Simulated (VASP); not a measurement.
Calculation: PBE GGA with D3 dispersion (zero damping), VASP's PBE PAW potentials (set 64) (plane waves; VASP).

VASP input:

### POSCAR
```
MoSi2
1.0
 -1.5965095021   1.5965095021   3.9039204975
  1.5965095021  -1.5965095021   3.9039204975
  1.5965095021   1.5965095021  -3.9039204975
Si Mo
2 1
Cart
  0.0000000000  -0.0000000000   5.1918199649
  0.0000000000  -0.0000000000   2.6160210301
  0.0000000000   0.0000000000   0.0000000000
```

KPOINTS:
```
Automatic mesh
0
G
 12 12 12
```

INCAR:
```
LWAVE = .FALSE.
GGA = PE
IVDW = 11   # D3, zero damping
LMAXMIX = 4
SYSTEM = MoSi2
NELM = 100   # most electronic steps
LREAL = .FALSE.
ALGO = Normal   # blocked Davidson
SIGMA = 0.1   # width (eV)
LCHARG = .FALSE.
ENCUT = 520
EDIFF = 1E-6
ISIF = 3
PREC = Accurate
IBRION = 2
LASPH = .TRUE.   # aspherical one-centre terms
EDIFFG = -0.02   # ionic stop
NSW = 60   # most ionic steps
ISMEAR = 1   # Methfessel-Paxton
```

POTCAR, in this order: Si Mo_sv (PBE.64 set). Program: vasp_std.

What VASP printed:

**OUTCAR**
```
 ion  position               nearest neighbor table
   1  0.665  0.665  0.000-   2 2.58   3 2.60   3 2.60   3 2.60   3 2.60   3 2.62   2 2.62   2 2.62
                             2 2.62   2 2.62
   2  0.335  0.335  0.000-   1 2.58   3 2.60   3 2.60   3 2.60   3 2.60   3 2.62   1 2.62   1 2.62
                             1 2.62   1 2.62
   3  0.000  0.000  0.000-   1 2.60   1 2.60   1 2.60   2 2.60   1 2.60   2 2.60   2 2.60   2 2.60
                             1 2.62   2 2.62
  LATTYP: Found a body centered tetragonal cell.
 ALAT       =     3.1930190042
 C/A-ratio  =     2.4452848495
 Subroutine PRICEL returns:
 Original cell was already a primitive cell.
 Subroutine GETGRP returns: Found 16 space group operations
The static configuration has the point symmetry D_4h.
The dynamic configuration has the point symmetry D_4h.
 Subroutine INISYM returns: Found 16 space group operations
 Subroutine IBZKPT returns following result:
 Found    163 irreducible k-points:

 Following reciprocal coordinates:
            Coordinates               Weight
  0.000000  0.000000  0.000000      1.000000
  0.083333  0.000000 -0.000000      8.000000
  0.166667  0.000000  0.000000      8.000000
  0.250000  0.000000 -0.000000      8.000000
  0.333333  0.000000  0.000000      8.000000
  0.416667  0.000000 -0.000000      8.000000
  0.500000  0.000000 -0.000000      4.000000
  0.083333  0.083333 -0.000000      8.000000
  0.166667  0.083333 -0.000000     16.000000
  0.250000  0.083333 -0.000000     16.000000
  0.333333  0.083333  0.000000     16.000000
  0.416667  0.083333  0.000000     16.000000
  0.500000  0.083333  0.000000     16.000000
 -0.416667  0.083333  0.000000     16.000000
 -0.333333  0.083333  0.000000     16.000000
 -0.250000  0.083333  0.000000     16.000000
 -0.166667  0.083333 -0.000000     16.000000
 -0.083333  0.083333  0.000000      4.000000
  0.166667  0.166667  0.000000      8.000000
  0.250000  0.166667  0.000000     16.000000
  0.333333  0.166667 -0.000000     16.000000
  0.416667  0.166667  0.000000     16.000000
  0.500000  0.166667 -0.000000     16.000000
 -0.416667  0.166667  0.000000     16.000000
 -0.333333  0.166667  0.000000     16.000000
 -0.250000  0.166667  0.000000     16.000000
 -0.166667  0.166667  0.000000      4.000000
  0.250000  0.250000  0.000000      8.000000
  0.333333  0.250000  0.000000     16.000000
  0.416667  0.250000 -0.000000     16.000000
  0.500000  0.250000  0.000000     16.000000
 -0.416667  0.250000 -0.000000     16.000000
 -0.333333  0.250000 -0.000000     16.000000
 -0.250000  0.250000  0.000000      4.000000
  0.333333  0.333333  0.000000      8.000000
  0.416667  0.333333  0.000000     16.000000
  0.500000  0.333333 -0.000000     16.000000
 -0.416667  0.333333  0.000000     16.000000
 -0.333333  0.333333  0.000000      4.000000
  0.416667  0.416667 -0.000000      8.000000
   k-points           NKPTS =    163   k-points in BZ     NKDIM =    163   number of bands    NBANDS=     15
   number of dos      NEDOS =    301   number of ions     NIONS =      3
   total plane-waves  NPLWV =  46656
   dimension x,y,z NGX =    36 NGY =   36 NGZ =   36
   dimension x,y,z NGXF=    72 NGYF=   72 NGZF=   72
   ions per type =               2   1
   PREC   = accura    normal or accurate (medium, high low for compatibility)
   ISTART =      0    job   : 0-new  1-cont  2-samecut
   ICHARG =      2    charge: 1-file 2-atom 10-const
   ISPIN  =      1    spin polarized calculation?
   LNONCOLLINEAR =      F non collinear calculations
   LSORBIT =      F    spin-orbit coupling
   INIWAV =      1    electr: 0-lowe 1-rand  2-diag
   ENCUT  =  520.0 eV  38.22 Ry    6.18 a.u.   8.39  8.39  8.39*2*pi/ulx,y,z
...
```

OSZICAR:
```
       N       E                     dE             d eps       ncg     rms          rms(c)
DAV:   1     0.124892627463E+03    0.12489E+03   -0.11504E+04  4906   0.140E+03
DAV:   2    -0.210198171638E+02   -0.14591E+03   -0.14403E+03  6017   0.339E+02
DAV:   3    -0.241262619577E+02   -0.31064E+01   -0.30387E+01  6585   0.444E+01
DAV:   4    -0.241411509803E+02   -0.14889E-01   -0.14888E-01  5541   0.361E+00
DAV:   5    -0.241412868060E+02   -0.13583E-03   -0.13582E-03  6668   0.318E-01    0.221E+01
DAV:   6    -0.233987798752E+02    0.74251E+00   -0.72090E+00  5702   0.186E+01    0.492E+00
DAV:   7    -0.232797322672E+02    0.11905E+00   -0.10618E+00  5507   0.665E+00    0.463E+00
DAV:   8    -0.232456833333E+02    0.34049E-01   -0.11699E-01  5849   0.289E+00    0.456E-01
DAV:   9    -0.232450542082E+02    0.62913E-03   -0.21691E-03  5968   0.425E-01    0.247E-01
DAV:  10    -0.232450191329E+02    0.35075E-04   -0.67839E-04  6003   0.245E-01    0.567E-02
DAV:  11    -0.232450069088E+02    0.12224E-04   -0.24428E-04  5744   0.125E-01    0.386E-02
DAV:  12    -0.232450021951E+02    0.47137E-05   -0.29100E-05  5576   0.398E-02    0.761E-03
DAV:  13    -0.232450017678E+02    0.42721E-06   -0.69104E-07  3222   0.674E-03
   1 F= -.24336873E+02 E0= -.24336713E+02  d E =-.243369E+02
       N       E                     dE             d eps       ncg     rms          rms(c)
DAV:   1    -0.232464168753E+02   -0.14147E-02   -0.61362E-02  5247   0.241E+00    0.215E-01
DAV:   2    -0.232453227558E+02    0.10941E-02   -0.19126E-03  6164   0.369E-01    0.109E-01
DAV:   3    -0.232450159571E+02    0.30680E-03   -0.90333E-04  6234   0.247E-01    0.343E-02
DAV:   4    -0.232450153343E+02    0.62279E-06   -0.41016E-05  5317   0.474E-02    0.119E-02
DAV:   5    -0.232450147859E+02    0.54843E-06   -0.23866E-06  4489   0.114E-02
   2 F= -.24337254E+02 E0= -.24337156E+02  d E =-.381495E-03
       N       E                     dE             d eps       ncg     rms          rms(c)
DAV:   1    -0.232451832720E+02   -0.16794E-03   -0.26674E-03  5240   0.502E-01    0.456E-02
DAV:   2    -0.232451349774E+02    0.48295E-04   -0.84037E-05  6136   0.776E-02    0.230E-02
DAV:   3    -0.232451214358E+02    0.13542E-04   -0.40166E-05  6241   0.518E-02    0.653E-03
DAV:   4    -0.232451212823E+02    0.15347E-06   -0.17816E-06  4312   0.961E-03
   3 F= -.24337283E+02 E0= -.24337171E+02  d E =-.410769E-03
       N       E                     dE             d eps       ncg     rms          rms(c)
DAV:   1    -0.232441505781E+02    0.97086E-03   -0.89220E-03  5744   0.962E-01    0.182E-01
DAV:   2    -0.232438773583E+02    0.27322E-03   -0.26724E-03  5570   0.388E-01    0.569E-02
DAV:   3    -0.232438315299E+02    0.45828E-04   -0.22137E-04  5451   0.938E-02    0.193E-02
DAV:   4    -0.232438261056E+02    0.54244E-05   -0.28489E-05  6108   0.469E-02    0.883E-03
DAV:   5    -0.232438270001E+02   -0.89456E-06   -0.93767E-07  2984   0.797E-03
   4 F= -.24337311E+02 E0= -.24337207E+02  d E =-.272660E-04
```

File OUTCAR:
```
------------------------ aborting loop because EDIFF is reached ----------------------------------------
 Edisp (eV)   -1.09348
  FORCE on cell =-STRESS in cart. coord.  units (eV):
  Direction    XX          YY          ZZ          XY          YZ          ZX
  --------------------------------------------------------------------------------------
  Total       0.02924     0.02924     0.03673     0.00000     0.00000     0.00000
  in kB       1.17843     1.17843     1.48048     0.00000     0.00000     0.00000
  external pressure =        1.28 kB  Pullay stress =        0.00 kB
  volume of cell :       39.75
      direct lattice vectors                 reciprocal lattice vectors
    -1.594698550  1.594698550  3.908090962     0.000000000  0.313538882  0.127939704
     1.594698550 -1.594698550  3.908090962     0.313538882  0.000000000  0.127939704
     1.594698550  1.594698550 -3.908090962     0.313538882  0.313538882  0.000000000
 POSITION                                       TOTAL-FORCE (eV/Angst)
 -----------------------------------------------------------------------------------
      1.59470      1.59470      1.29328         0.000000      0.000000     -0.002966
      0.00000      0.00000      2.61481        -0.000000     -0.000000      0.002966
      1.59470      1.59470     -3.90809        -0.000000     -0.000000      0.000000
 -----------------------------------------------------------------------------------
    total drift:                                0.000000     -0.000000      0.000000
  FREE ENERGIE OF THE ION-ELECTRON SYSTEM (eV)
  ---------------------------------------------------
  free  energy   TOTEN  =       -24.3373105898 eV

  energy  without entropy=      -24.3369987833  energy(sigma->0) =      -24.33720665

 reached required accuracy - stopping structural energy minimisation
```
(Selected blocks of OUTCAR.)

**CONTCAR**
```
MoSi2
   1.00000000000000
    -1.5946985495233053    1.5946985495233053    3.9080909621599935
     1.5946985495233053   -1.5946985495233053    3.9080909621599935
     1.5946985495233053    1.5946985495233053   -3.9080909621599935
  Si              Mo
     2     1
Direct
     0.6654619529700968    0.6654619529700968    1.0000000000000000
     0.3345380470299033    0.3345380470299033    0.0000000000000000
     0.0000000000000000    0.0000000000000000    1.0000000000000000
```

OUTCAR:
```
 val. band max:       12.3868981350   @ k =  -0.4167   0.5000   0.3333

 cond. band min:      12.4459736377   @ k =   0.0833   0.0000  -0.0000


 Fermi energy:        12.4328252432

 k-point     1 :       0.0000    0.0000    0.0000
  band No.  band energies     occupation
      1     -48.2658      2.00000
      2     -22.4270      2.00000
      3     -22.3423      2.00000
      4     -22.3423      2.00000
      5      -1.0797      2.00000
      6       5.9916      2.00000
      7       9.0372      2.00000
      8       9.3446      2.00000
      9       9.7818      2.00000
     10       9.7818      2.00000
     11      12.8246     -0.00000
     12      15.5771      0.00000
     13      15.6506      0.00000
     14      16.0219      0.00000
     15      16.0219      0.00000

 k-point     2 :       0.0833    0.0000   -0.0000
  band No.  band energies     occupation
      1     -48.2645      2.00000
      2     -22.4257      2.00000
      3     -22.3605      2.00000
      4     -22.3406      2.00000
      5      -0.9520      2.00000
      6       6.0014      2.00000
      7       8.5746      2.00000
      8       9.3563      2.00000
      9       9.8665      2.00000
     10      10.0265      2.00000
     11      12.4460      0.77958
     12      15.1401      0.00000
     13      15.4403      0.00000
     14      15.8931      0.00000
     15      16.4043      0.00000

 k-point     3 :       0.1667    0.0000    0.0000
  band No.  band energies     occupation
      1     -48.2609      2.00000
      2     -22.4222      2.00000
      3     -22.4099      2.00000
      4     -22.3359      2.00000
      5      -0.5758      2.00000
      6       5.9666      2.00000
      7       7.8407      2.00000
      8       9.3110      2.00000
      9      10.1053      2.00000
     10      10.2497      2.00000
     11      11.7269      2.00000
     12      14.3985     -0.00000
     13      14.8101      0.00000
     14      16.5283      0.00000
     15      16.7664      0.00000
...
```

The compound is MoSi2 in the MoSi2 type structure. This run relaxes it. Symmetry was kept, so distortions that lower it aren't found. The start is the result of an earlier pass.
